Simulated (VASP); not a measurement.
# PdAu25 (a cell with a defect) (Gold) in VASP: a series of runs

The runs below take PdAu25 (a cell with a defect) (Gold) through single point, with PBE.

All numbers are computed with VASP 6.6.1; they aren't measurements. Logs are shortened: lines on timing, memory, paths and dates and some standing lists are left out, and cuts for length are marked.

## (1) Starting point

The cell holds a defect, 26 atoms: a = 8.821 Å, b = 8.821 Å, c = 8.821 Å, α = 60.00°, β = 60.00°, γ = 60.00°.

## (2) Single point, PBE ((1 0 0) slab, atoms relaxed)

Contents of INCAR:

```
SYSTEM = Au
PREC = Accurate
ENCUT = 520
EDIFF = 1E-6
ISMEAR = 0
SIGMA = 0.1
LREAL = .False.
LASPH = .True.
NELM = 80
ALGO = Fast
ISIF = 2
LWAVE = .False.
LCHARG = .True.
LDIPOL = .True.
IDIPOL = 3
DIPOL = 0.5 0.5 0.500
GGA = PE
LELF = .True.
LVHAR = .True.
LVACPOTAV = .True.
NBANDS = 48
```

Contents of KPOINTS:

```
regular mesh
0
Gamma
  12 12 1
  0 0 0
```

Contents of POSCAR:

```
Au
1.0
    2.9402300936      0.0000000000      0.0000000000
    0.0000000000      2.9402300936      0.0000000000
    0.0000000000      0.0000000000     27.4743398247
Au
7
Direct
    0.5000000000      0.5000000000      0.2747642885
    0.0000000000      0.0000000000      0.3492236247
    0.5000000000      0.5000000000      0.4246379615
    0.0000000000      0.0000000000      0.4999999999
    0.5000000000      0.5000000000      0.5753620383
    0.0000000000      0.0000000000      0.6507763751
    0.5000000000      0.5000000000      0.7252357120
```

Potentials or basis: VASP PAW PBE potentials, release 64 (Au).

Launch:

```
> cat potpaw_PBE.64/Au/POTCAR > POTCAR
> mpirun -np 1 vasp_std > vasp.out
```

OUTCAR:

```text
SYSTEM = Au
   PREC = Accurate
   ENCUT = 520
   EDIFF = 1E-6
   ISMEAR = 0
   LREAL = .False.
   LASPH = .True.
   NELM = 80
   ISIF = 2
   GGA = PE

 ion  position               nearest neighbor table
   1  0.500  0.500  0.275-   2 2.92   2 2.92   2 2.92   2 2.92
   2  0.000  0.000  0.349-   1 2.92   1 2.92   1 2.92   1 2.92   3 2.94   3 2.94   3 2.94   3 2.94

   3  0.500  0.500  0.425-   4 2.93   4 2.93   4 2.93   4 2.93   2 2.94   2 2.94   2 2.94   2 2.94

   4  0.000  0.000  0.500-   3 2.93   5 2.93   3 2.93   5 2.93   3 2.93   5 2.93   3 2.93   5 2.93

   5  0.500  0.500  0.575-   4 2.93   4 2.93   4 2.93   4 2.93   6 2.94   6 2.94   6 2.94   6 2.94

   6  0.000  0.000  0.651-   7 2.92   7 2.92   7 2.92   7 2.92   5 2.94   5 2.94   5 2.94   5 2.94

   7  0.500  0.500  0.725-   6 2.92   6 2.92   6 2.92   6 2.92

  LATTYP: Found a simple tetragonal cell.
 ALAT       =     2.9402300936
 C/A-ratio  =     9.3442822330

  Lattice vectors:

 A1 = (   2.9402300936,   0.0000000000,   0.0000000000)
 A2 = (   0.0000000000,   2.9402300936,   0.0000000000)
 A3 = (   0.0000000000,   0.0000000000,  27.4743398247)

Analysis of symmetry for initial positions (statically):
=====================================================================
 Subroutine PRICEL returns:
 Original cell was already a primitive cell.

 Routine SETGRP: Setting up the symmetry group for a
 simple tetragonal supercell.

 Subroutine GETGRP returns: Found 16 space group operations
 (whereof 16 operations were pure point group operations)
 out of a pool of 16 trial point group operations.

The static configuration has the point symmetry D_4h.

Analysis of symmetry for dynamics (positions and initial velocities):
=====================================================================
 Subroutine PRICEL returns:
 Original cell was already a primitive cell.

 Routine SETGRP: Setting up the symmetry group for a
 simple tetragonal supercell.

 Subroutine GETGRP returns: Found 16 space group operations
 (whereof 16 operations were pure point group operations)
 out of a pool of 16 trial point group operations.

The dynamic configuration has the point symmetry D_4h.

 Subroutine INISYM returns: Found 16 space group operations
 (whereof 16 operations are pure point group operations),
 and found     1 'primitive' translations

----------------------------------------------------------------------------------------

                                     Primitive cell

  volume of cell :     237.5144

  direct lattice vectors                    reciprocal lattice vectors
     2.940230094  0.000000000  0.000000000     0.340109436  0.000000000  0.000000000
     0.000000000  2.940230094  0.000000000     0.000000000  0.340109436  0.000000000
     0.000000000  0.000000000 27.474339825     0.000000000  0.000000000  0.036397599

  length of vectors
     2.940230094  2.940230094 27.474339825     0.340109436  0.340109436  0.036397599

  position of ions in fractional coordinates (direct lattice)
     0.500000000  0.500000000  0.274764289
     0.000000000  0.000000000  0.349223625
     0.500000000  0.500000000  0.424637961
     0.000000000  0.000000000  0.500000000
     0.500000000  0.500000000  0.575362038
     0.000000000  0.000000000  0.650776375
     0.500000000  0.500000000  0.725235712

  ion indices of the primitive-cell ions
   primitive index   ion index
                 1           1
                 2           2
                 3           3
                 4           4
                 5           5
                 6           6
                 7           7

----------------------------------------------------------------------------------------

 KPOINTS: regular mesh

Automatic generation of k-mesh.
 Grid dimensions read from file:
 generate k-points for:   12   12    1

 Generating k-lattice:

  Cartesian coordinates                     Fractional coordinates (reciprocal lattice)
     0.028342453  0.000000000  0.000000000     0.083333333  0.000000000  0.000000000
     0.000000000  0.028342453  0.000000000     0.000000000  0.083333333  0.000000000
     0.000000000  0.000000000  0.036397599     0.000000000  0.000000000  1.000000000

  Length of vectors
     0.028342453  0.028342453  0.036397599

  Shift w.r.t. Gamma in fractional coordinates (k-lattice)
     0.000000000  0.000000000  0.000000000

 Subroutine IBZKPT returns following result:
 ===========================================

 Found     28 irreducible k-points:

 Following reciprocal coordinates:
            Coordinates               Weight
  0.000000  0.000000  0.000000      1.000000
  0.083333  0.000000  0.000000      4.000000
  0.166667  0.000000  0.000000      4.000000
  0.250000  0.000000  0.000000      4.000000
  0.333333  0.000000  0.000000      4.000000
  0.416667  0.000000  0.000000      4.000000
[... 16 lines left out ...]
  0.333333  0.333333  0.000000      4.000000
  0.416667  0.333333  0.000000      8.000000
 [... further k-points ...]
   k-points           NKPTS =     28   k-points in BZ     NKDIM =     28   number of bands    NBANDS=     48
   number of dos      NEDOS =    301   number of ions     NIONS =      7
   total plane-waves  NPLWV = 120960
   dimension x,y,z NGX =    24 NGY =   24 NGZ =  210
   dimension x,y,z NGXF=    48 NGYF=   48 NGZF=  420
   ions per type =               7
   NGX,Y,Z   is equivalent  to a cutoff of  13.57, 13.57, 12.71 a.u.
   NGXF,Y,Z  is equivalent  to a cutoff of  27.14, 27.14, 25.41 a.u.
 SYSTEM =  Au
   PREC   = accura    normal or accurate (medium, high low for compatibility)
   ISTART =      0    job   : 0-new  1-cont  2-samecut
   ICHARG =      2    charge: 1-file 2-atom 10-const
   ISPIN  =      1    spin polarized calculation?
   LNONCOLLINEAR =      F non collinear calculations
   LSORBIT =      F    spin-orbit coupling
   LASPH  =      T    aspherical Exc in radial PAW
   ENCUT  =  520.0 eV  38.22 Ry    6.18 a.u.   5.47  5.47 51.08*2*pi/ulx,y,z
   NELM   =     80;   NELMIN=  2; NELMDL= -5     # of ELM steps
   EDIFF  = 0.1E-05   stopping-criterion for ELM
   LREAL  =      F    real-space projection
[... 7 lines left out ...]
   TEBEG  =    0.0;   TEEND  =   0.0 temperature during run
   PSTRESS=    0.0 pullay stress
   NELECT =      77.0000    total number of electrons
   NUPDOWN=      -1.0000    fix difference up-down
   EMIN   =  10.00;   EMAX   =-10.00  energy-range for DOS
   EFERMI =   0.00;   METHOD = LEGACY
   ISMEAR =     0;   SIGMA  =   0.10  broadening in eV -4-tet -1-fermi 0-gaus
   EFERMI_NEDOS =   21; number of points for ismear=-14 and -15
   IALGO  =     68    algorithm
   IMIX   =      4    mixing-type and parameters
     AMIX     =   0.40;   BMIX     =  1.00
     AMIX_MAG =   1.60;   BMIX_MAG =  1.00
  volume/ion in A,a.u.               =      33.93       228.98
  Fermi-wavevector in a.u.,A,eV,Ry     =   1.124627  2.125237 17.208451  1.264785
  Thomas-Fermi vector in A             =   2.261300
   LORBIT       =      0    0 simple, 1 ext, 2 COOP (PROOUT), +10 PAW based schemes
   GGA     = PE    functional components
   LHFCALC =     F    Hartree Fock is set to
   AEXX    =    0.0000 exact exchange contribution
   IVDW    =     0    specifies the selected vdW correction
   LEPSILON=     F    determine dielectric tensor
   LRPA    =     F    only Hartree local field effects (RPA)
 non-spin polarized calculation
 RMM-DIIS sequential band-by-band and
 Gauss-broadening in eV      SIGMA  =   0.10
  energy-cutoff  :      520.00
  volume of cell :      237.51
 maximum number of plane-waves:      6463
 NGX is ok and might be reduce to    24
   NGX = 11   NGY = 11   NGZ =103

 dipolmoment           0.000000      0.000000     -0.000000 electrons x Angstroem

 number of electron      76.9999986 magnetization

 dipolmoment           0.000000      0.000000      0.000000 electrons x Angstroem

 Free energy of the ion-electron system (eV)
  ---------------------------------------------------
  ext. energy  EPLUGINS =         0.00000000
  ---------------------------------------------------
  free energy    TOTEN  =       -21.59039920 eV

  energy without entropy =      -21.57469775  energy(sigma->0) =      -21.58254847

 E-fermi :   2.1560     XC(G=0):  -7.1451

 val. band max:        2.1531702918   @ k =   0.4167   0.3333   0.0000
 cond. band min:       2.1656620212   @ k =   0.5000   0.1667   0.0000
 fundamental gap:      0.0124917294
 Fermi energy:         2.1559867051

 k-point     1 :       0.0000    0.0000    0.0000
  band No.  band energies     occupation
      1      -6.9668      2.00000
      2      -6.3645      2.00000
      3      -5.4725      2.00000
      4      -4.5515      2.00000
      5      -4.3815      2.00000
      6      -4.0809      2.00000
[... 40 lines left out ...]
     47       9.5187      0.00000
     48       9.7370      0.00000

 k-point     2 :       0.0833    0.0000    0.0000
  band No.  band energies     occupation
      1      -6.8161      2.00000
      2      -6.2244      2.00000
      3      -5.3497      2.00000
      4      -4.4448      2.00000
      5      -4.2851      2.00000
      6      -3.9949      2.00000
[... 40 lines left out ...]
     47       9.4201      0.00000
     48       9.8004      0.00000

 k-point     3 :       0.1667    0.0000    0.0000
  band No.  band energies     occupation
      1      -6.3824      2.00000
      2      -5.8352      2.00000
      3      -5.0425      2.00000
      4      -4.2444      2.00000
      5      -4.0845      2.00000
      6      -3.7238      2.00000
[... 40 lines left out ...]
     47       9.1203      0.00000
     48       9.4664      0.00000

 k-point     4 :       0.2500    0.0000    0.0000
  band No.  band energies     occupation
      1      -5.7274      2.00000
      2      -5.3044      2.00000
      3      -4.7345      2.00000
      4      -4.1779      2.00000
      5      -3.8999      2.00000
      6      -3.5874      2.00000
[... 958 lines left out ...]
     47       7.7731      0.00000
     48       8.6871      0.00000

 k-point    23 :       0.3333    0.3333    0.0000
  band No.  band energies     occupation
      1      -4.1095      2.00000
      2      -3.7142      2.00000
      3      -3.6710      2.00000
      4      -3.6481      2.00000
      5      -3.6138      2.00000
      6      -3.3959      2.00000
[... 40 lines left out ...]
     47       9.0095      0.00000
     48       9.2786      0.00000

 k-point    24 :       0.4167    0.3333    0.0000
  band No.  band energies     occupation
      1      -4.0903      2.00000
      2      -3.9212      2.00000
      3      -3.8339      2.00000
      4      -3.8041      2.00000
      5      -3.6401      2.00000
      6      -3.5462      2.00000
[... 40 lines left out ...]
     47       8.6359      0.00000
     48       9.5103      0.00000

 [... further k-points ...]
[... 5 lines left out ...]
  --------------------------------------------------------------------------------------
  -------------------------------------------------------------------------------------
  Total       -2.0353755     -2.0353755     -0.1960890      0.0000000     -0.0000000      0.0000000
  in kB      -13.7298320    -13.7298320     -1.3227385      0.0000000     -0.0000000      0.0000000
  external PRESSURE =      -9.5941341 kB  Pullay stress =       0.0000000 kB

 VOLUME and BASIS-vectors are now :
 -----------------------------------------------------------------------------
  energy-cutoff  :      520.00
  volume of cell :      237.51
      direct lattice vectors                 reciprocal lattice vectors
     2.940230094  0.000000000  0.000000000     0.340109436  0.000000000  0.000000000
     0.000000000  2.940230094  0.000000000     0.000000000  0.340109436  0.000000000
     0.000000000  0.000000000 27.474339825     0.000000000  0.000000000  0.036397599

 POSITION                                       TOTAL-FORCE (eV/Angst)
 -----------------------------------------------------------------------------------
      1.47012      1.47012      7.54897         0.000000     -0.000000      0.007806
      0.00000      0.00000      9.59469         0.000000      0.000000      0.003843
      1.47012      1.47012     11.66665        -0.000000     -0.000000     -0.006588
      0.00000      0.00000     13.73717         0.000000      0.000000      0.000000
      1.47012      1.47012     15.80769         0.000000     -0.000000      0.006588
      0.00000      0.00000     17.87965         0.000000      0.000000     -0.003843
      1.47012      1.47012     19.92537         0.000000      0.000000     -0.007806
 -----------------------------------------------------------------------------------
    total drift:                                0.000000     -0.000000      0.000001

  FREE ENERGIE OF THE ION-ELECTRON SYSTEM (eV)
  ---------------------------------------------------
  free  energy   TOTEN  =       -21.5903991968 eV

  energy  without entropy=      -21.5746977497  energy(sigma->0) =      -21.58254847

 vacuum level on the upper side and lower side of the slab         7.206         7.206
```

It took 3.8 min on 1 thread of Intel Xeon Platinum 8559C (Emerald Rapids), shared host; peak memory 0.46 GiB.

Results:

```
Free energy                     : -21.5904 eV
Largest force                   : 0.008 eV/Å
Band gap on the k mesh          : none (metal or under the smearing width)
Work function of the upper face : 5.05 eV
Work function of the lower face : 5.05 eV
```

Forces on the atoms (eV/Å):
```
Au   0.000  0.000  0.008
Au   0.000  0.000  0.004
Au   0.000  0.000 -0.007
Au   0.000  0.000  0.000
Au   0.000  0.000  0.007
Au   0.000  0.000 -0.004
Au   0.000  0.000 -0.008
```

## (3) Single point, PBE

This run uses another cell than the first one: it holds 26 atoms, not 7.

Contents of INCAR:

```
SYSTEM = PdAu25
  PREC = Accurate
  ENCUT = 520
  EDIFF = 1E-6
  ISMEAR = 0
  SIGMA = 0.1
  LREAL = Auto
  LASPH = .TRUE.
  NELM = 100
  ALGO = Fast
  ISIF = 2
  LWAVE = .FALSE.
  LCHARG = .TRUE.
  GGA = PE
  LELF = .TRUE.
  LVHAR = .TRUE.
  NBANDS = 162
```

Contents of KPOINTS:

```
Automatic mesh
0
G
  3 3 3
  0 0 0
```

Contents of POSCAR:

```
PdAu25
1.0
    0.0000000000      6.2371699120     -6.2371699120
    6.2371699120      6.2371699120      0.0000000000
    6.2371699120      0.0000000000     -6.2371699120
Pd Au
1 25
Direct
    0.6666667028      0.3344854364      0.6666667028
    0.6666667028      0.6686257644      0.6666667028
    0.3390273201      0.9994864799      0.6667846249
    0.3429506539      0.3262438780      0.6673812897
    0.3339877748      0.6655673260      0.6663449222
   -0.0096172625      0.0032425764      0.6659519556
   -0.0006544635      0.3325666976      0.6669884032
   -0.0056940087      0.6719650994      0.6665487006
    0.6667846249      0.9994864799      0.3390273201
    0.6673812897      0.3262438780      0.3429506539
    0.6663449222      0.6655673260      0.3339877748
    0.3331302545      0.0001646580      0.3331302545
    0.3349437372      0.3318533933      0.3349437372
    0.3339689361      0.6656502963      0.3339689361
   -0.0054662612     -0.0003176120      0.3387996527
   -0.0028928184      0.3327419373      0.3362262099
   -0.0007302190      0.6672368332      0.3340636105
    0.6659519556      0.0032425764     -0.0096172625
    0.6669884032      0.3325666976     -0.0006544635
    0.6665487006      0.6719650994     -0.0056940087
    0.3387996527     -0.0003176120     -0.0054662612
    0.3362262099      0.3327419373     -0.0028928184
    0.3340636105      0.6672368332     -0.0007302190
   -0.0006356248      0.0002548431     -0.0006356248
    0.0002030568      0.3330918557      0.0002030568
   -0.0016103457      0.6684074763     -0.0016103457
```

Potentials or basis: VASP PAW PBE potentials, release 64 (Pd, Au).

Launch:

```
> cat potpaw_PBE.64/Pd/POTCAR potpaw_PBE.64/Au/POTCAR > POTCAR
> mpirun -np 1 vasp_std > vasp.out
```

Run time: 20 min. Hardware: 1 thread of Intel Xeon Platinum 8488C (Sapphire Rapids), shared host; peak memory 0.94 GiB.

Results (log left out):

```
Free energy            : -85.8493 eV
Pressure               : -2.8 GPa
Largest force          : 0.009 eV/Å
Band gap on the k mesh : none (metal or under the smearing width)
```

Forces in eV/Å, atoms in the order of the input:
```
Pd  -0.006 -0.006  0.000
Au   0.001  0.001  0.000
Au   0.000 -0.002  0.002
Au   0.001  0.002  0.000
Au   0.002 -0.001  0.002
Au   0.002  0.001  0.000
Au  -0.001  0.002 -0.002
Au  -0.002  0.000 -0.002
Au  -0.002  0.000  0.002
Au   0.002  0.001  0.000
Au  -0.001  0.002  0.002
Au   0.000  0.000  0.000
Au  -0.001 -0.001 -0.001
Au   0.000  0.000  0.001
Au   0.000 -0.001  0.000
Au   0.000  0.002  0.000
Au   0.000  0.001  0.000
Au   0.001  0.002  0.000
Au   0.002 -0.001 -0.002
Au   0.000 -0.002 -0.002
Au  -0.001  0.000  0.000
Au   0.002  0.000  0.000
Au   0.001  0.000  0.000
Au   0.000  0.000 -0.001
Au   0.000  0.000  0.000
Au  -0.001 -0.001  0.001
```

Stress tensor (GPa, compression positive):
```
-2.75  0.01  0.00
 0.01 -2.75  0.00
 0.00  0.00 -2.94
```

Levels at points of the mesh, in eV from the Fermi level:
```tsv
k point	band 138	band 139	band 140	band 141	band 142	band 143	band 144	band 145	band 146	band 147
(0.00, 0.00, 0.00)	-1.95	-1.95	-1.84	-1.16	-1.14	-1.11	-1.07	-1.01	2.38	2.39
```
